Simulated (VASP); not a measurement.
Here is a VASP 6.6.1 calculation.

The input INCAR:

```
SYSTEM = CaH20Cl2O10
  PREC = Accurate
  ENCUT = 520
  EDIFF = 1E-6
  ISMEAR = -1
  SIGMA = 0.02
  LREAL = Auto
  LASPH = .True.
  NELM = 100
  ALGO = Fast
  ISIF = 2
  LWAVE = .False.
  LCHARG = .False.
  GGA = PE
  IVDW = 12
  NBANDS = 74
```

File KPOINTS:

```
regular mesh
0
Gamma
  1 1 1
  0 0 0
```

The input POSCAR:

```
CaH20Cl2O10
1.0
    7.3839930000      0.0000000000      0.0000000000
    0.0000000000      7.3839930000      0.0000000000
    0.0000000000      0.0000000000      7.3839930000
O H Ca Cl
10 20 1 2
Direct
    0.5524653125      0.1196642521      0.9084786510
    0.4156694081      1.0775606098      0.2525327421
    0.0756094975      0.8856319338      0.8796460127
    0.6543207720      0.7796323751     -0.1286295911
    0.7285489030      0.1947320373      0.4283048481
    0.1741063406      0.3509889568      0.2502033791
    0.0135563509      0.6239171679      0.4712220068
    0.2283723725      0.4823541951     -0.1262460568
    1.0175659701      0.8918887112      0.2206936003
    0.6638955373      0.4536705276      0.6613494894
    0.6286029794      0.2213978264      0.9462089143
    0.4890037138      0.1818934552      0.8128528833
    0.4359159062      1.0656700243      0.1237677230
    0.4068124117      0.9565691625      0.3046183820
    0.1940955253      0.9352934110      0.8389092460
    0.0516387272      0.9049168925      1.0095757133
    0.6546457994      0.9093860192     -0.0996073534
    0.5553093022      0.7729422279     -0.2113626056
    0.6054447776      0.1716144639      0.3738085884
    0.7701930378      0.2536974236      0.3066498032
    0.0636241123      0.3124596678      0.1848457874
    0.2457477953      0.2438924306      0.2687163978
    0.0319881127      0.5252036398      0.3848459770
    0.1334643735      0.6835326090      0.4838168184
    0.3044558683      0.5768965382     -0.1654389434
    0.2638816153      0.4509484232     -0.0081798561
    0.9828963814      0.7775874110      0.2889628958
    0.9525604913      0.9865123112      0.2851031955
    0.5878120415      0.5502172063      0.6030206150
    0.6798895936      0.3708562562      0.5570292388
    0.9181888444      0.6149518289      0.7962087721
    0.3783589719      0.7680126457      0.5754474578
    0.8232537599      0.3925518348      0.0844935796
```

Potentials or basis: VASP PAW PBE potentials, release 64 (O, H, Ca_sv, Cl).

Launch:

```console
$ cat potpaw_PBE.64/O/POTCAR potpaw_PBE.64/H/POTCAR potpaw_PBE.64/Ca_sv/POTCAR potpaw_PBE.64/Cl/POTCAR > POTCAR
$ mpirun -np 1 vasp_gam > vasp.out
```

Question: Predict the largest force.

Answer: 2.537 eV/Å.

Question: What does it give for the dispersion energy per atom?

Answer: -0.046 eV.

Question: What does it give for the band gap on the k mesh?

Answer: 4.85 eV, direct.

Question: Estimate the pressure.

Answer: 1.0 GPa.

Forces in eV/Å, atoms in the order of the input:
```
O   -0.244  0.287  0.198
O   -0.106  0.165  0.846
O    0.548 -0.021 -1.471
O    1.650 -0.140  1.161
O   -0.374  0.693 -2.412
O   -0.725  1.031 -0.337
O   -0.617  0.413  0.321
O   -1.895 -0.723 -1.466
O   -0.478 -0.754  0.561
O   -0.496  1.308 -0.334
H    0.780  0.204  0.631
H   -0.526 -0.125 -0.785
H    0.361 -0.002 -0.855
H   -0.159 -0.192  0.242
H   -0.988 -0.500  0.413
H    0.275  0.263  0.774
H    0.003  0.265 -0.018
H   -1.231 -0.216 -1.199
H    0.149 -0.638  0.712
H    0.210 -0.324  1.582
H    0.203  0.179  0.041
H    0.808 -1.018  0.311
H    0.413 -0.609  0.030
H    0.427 -0.186  0.086
H    1.278  1.329 -0.800
H    0.313 -0.564  2.202
H    0.310  0.915 -0.367
H   -0.179  0.191  0.093
H    0.103 -0.351  0.609
H    0.526 -0.928 -0.135
Ca  -0.040 -0.291 -0.079
Cl  -0.006  0.169 -0.116
Cl  -0.296  0.172 -0.442
```
